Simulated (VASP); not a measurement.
OSZICAR of a VASP run on PbO (litharge):

File OSZICAR:
```
       N       E                     dE             d eps       ncg     rms          rms(c)
DAV:   1     0.450467775636E+03    0.45047E+03   -0.20097E+04  1440   0.196E+03
DAV:   2     0.330352187241E+02   -0.41743E+03   -0.40956E+03  1560   0.493E+02
DAV:   3    -0.242659659893E+02   -0.57301E+02   -0.56270E+02  1912   0.191E+02
DAV:   4    -0.261794395646E+02   -0.19135E+01   -0.19114E+01  1640   0.405E+01
DAV:   5    -0.262489889472E+02   -0.69549E-01   -0.69538E-01  1984   0.729E+00    0.125E+01
DAV:   6    -0.217404965085E+02    0.45085E+01   -0.37904E+01  2272   0.451E+01    0.588E+00
DAV:   7    -0.214947513990E+02    0.24575E+00   -0.38091E+00  1864   0.147E+01    0.257E+00
DAV:   8    -0.214992848050E+02   -0.45334E-02   -0.89916E-01  1952   0.666E+00    0.131E+00
DAV:   9    -0.214675167593E+02    0.31768E-01   -0.17309E-01  2168   0.353E+00    0.308E-01
DAV:  10    -0.214696921805E+02   -0.21754E-02   -0.20993E-02  1592   0.876E-01    0.590E-02
DAV:  11    -0.214698696797E+02   -0.17750E-03   -0.21528E-03  2520   0.341E-01    0.956E-02
DAV:  12    -0.214697504939E+02    0.11919E-03   -0.50012E-04  2144   0.254E-01    0.287E-02
DAV:  13    -0.214697478184E+02    0.26755E-05   -0.81281E-05  1864   0.603E-02    0.537E-03
DAV:  14    -0.214697472762E+02    0.54222E-06   -0.60522E-06  2048   0.298E-02    0.240E-03
DAV:  15    -0.214697466826E+02    0.59356E-06   -0.10921E-06  1840   0.161E-02    0.738E-04
DAV:  16    -0.214697468962E+02   -0.21358E-06   -0.91050E-08  1136   0.256E-03    0.454E-04
DAV:  17    -0.214697469605E+02   -0.64273E-07   -0.35055E-08   848   0.317E-03
   1 F= -.22540023E+02 E0= -.22540023E+02  d E =-.225400E+02
       N       E                     dE             d eps       ncg     rms          rms(c)
DAV:   1    -0.214667572109E+02    0.29897E-02   -0.38075E+00  1744   0.111E+01    0.220E-01
DAV:   2    -0.214785874196E+02   -0.11830E-01   -0.12384E-01  2104   0.359E+00    0.113E-01
DAV:   3    -0.214783811372E+02    0.20628E-03   -0.95383E-04  2024   0.401E-01    0.715E-02
DAV:   4    -0.214782691208E+02    0.11202E-03   -0.49013E-04  2072   0.414E-01    0.173E-02
DAV:   5    -0.214782722918E+02   -0.31710E-05   -0.10156E-04  2248   0.117E-01    0.864E-03
DAV:   6    -0.214782707381E+02    0.15538E-05   -0.11093E-05  2016   0.535E-02    0.408E-03
DAV:   7    -0.214782709297E+02   -0.19164E-06   -0.16930E-06  2104   0.113E-02    0.180E-03
DAV:   8    -0.214782712015E+02   -0.27177E-06   -0.24764E-07  1344   0.464E-03    0.365E-04
DAV:   9    -0.214782712612E+02   -0.59671E-07   -0.29908E-08   840   0.365E-03
   2 F= -.22547530E+02 E0= -.22547530E+02  d E =-.750692E-02
       N       E                     dE             d eps       ncg     rms          rms(c)
DAV:   1    -0.214771830212E+02    0.10882E-02   -0.97706E-01  1752   0.558E+00    0.107E-01
DAV:   2    -0.214798752681E+02   -0.26922E-02   -0.28382E-02  2088   0.181E+00    0.550E-02
DAV:   3    -0.214798254920E+02    0.49776E-04   -0.21766E-04  2048   0.195E-01    0.335E-02
DAV:   4    -0.214798036174E+02    0.21875E-04   -0.96802E-05  2088   0.177E-01    0.819E-03
DAV:   5    -0.214798040328E+02   -0.41543E-06   -0.21392E-05  2248   0.548E-02    0.394E-03
DAV:   6    -0.214798035553E+02    0.47754E-06   -0.22970E-06  2032   0.234E-02    0.182E-03
DAV:   7    -0.214798036364E+02   -0.81171E-07   -0.29769E-07  1216   0.545E-03
   3 F= -.22548540E+02 E0= -.22548540E+02  d E =-.851743E-02
       N       E                     dE             d eps       ncg     rms          rms(c)
DAV:   1    -0.214840144957E+02   -0.42109E-02   -0.24463E-01  1528   0.421E+00    0.328E-01
DAV:   2    -0.214822811935E+02    0.17333E-02   -0.88009E-03  2240   0.117E+00    0.203E-01
DAV:   3    -0.214811875495E+02    0.10936E-02   -0.11840E-03  1912   0.531E-01    0.500E-02
DAV:   4    -0.214811388610E+02    0.48688E-04   -0.32149E-04  2184   0.183E-01    0.108E-02
DAV:   5    -0.214811394057E+02   -0.54474E-06   -0.33037E-05  1728   0.553E-02    0.413E-03
DAV:   6    -0.214811393421E+02    0.63631E-07   -0.16898E-06  2256   0.211E-02    0.214E-03
DAV:   7    -0.214811394645E+02   -0.12243E-06   -0.39693E-07  1552   0.529E-03    0.764E-04
DAV:   8    -0.214811394500E+02    0.14483E-07   -0.45845E-08   888   0.195E-03
   4 F= -.22549670E+02 E0= -.22549670E+02  d E =-.112911E-02
       N       E                     dE             d eps       ncg     rms          rms(c)
DAV:   1    -0.214986065692E+02   -0.17467E-01   -0.13296E+00  1528   0.982E+00    0.765E-01
DAV:   2    -0.214891500050E+02    0.94566E-02   -0.47368E-02  2136   0.260E+00    0.471E-01
DAV:   3    -0.214832131230E+02    0.59369E-02   -0.63465E-03  1904   0.120E+00    0.113E-01
DAV:   4    -0.214829582301E+02    0.25489E-03   -0.15690E-03  2192   0.419E-01    0.246E-02
DAV:   5    -0.214829632372E+02   -0.50071E-05   -0.17095E-04  1624   0.126E-01    0.871E-03
DAV:   6    -0.214829625374E+02    0.69987E-06   -0.94317E-06  2296   0.466E-02    0.490E-03
DAV:   7    -0.214829631350E+02   -0.59768E-06   -0.19024E-06  1584   0.125E-02    0.174E-03
DAV:   8    -0.214829631160E+02    0.19057E-07   -0.24550E-07  1344   0.406E-03
   5 F= -.22551052E+02 E0= -.22551052E+02  d E =-.251128E-02
```

Q: Which electronic solver shows in the log?

A: It is blocked Davidson (ALGO = Normal, or the opening steps of other solvers). The INCAR had ALGO = Normal.

Q: Can the final energy be trusted as converged?

A: Self-consistency was reached. It stopped with EDIFF = 1E-7, NELM = 100, NSW = 30 and EDIFFG = -0.01 after 5 ionic steps (PBE GGA with D4 dispersion, plane waves, VASP's PBE PAW potentials (set 64)).

The compound is PbO in the litharge structure. This cell is one point of a volume scan, at 1.03 of the reference volume. Symmetry was kept, so distortions that lower it aren't found.
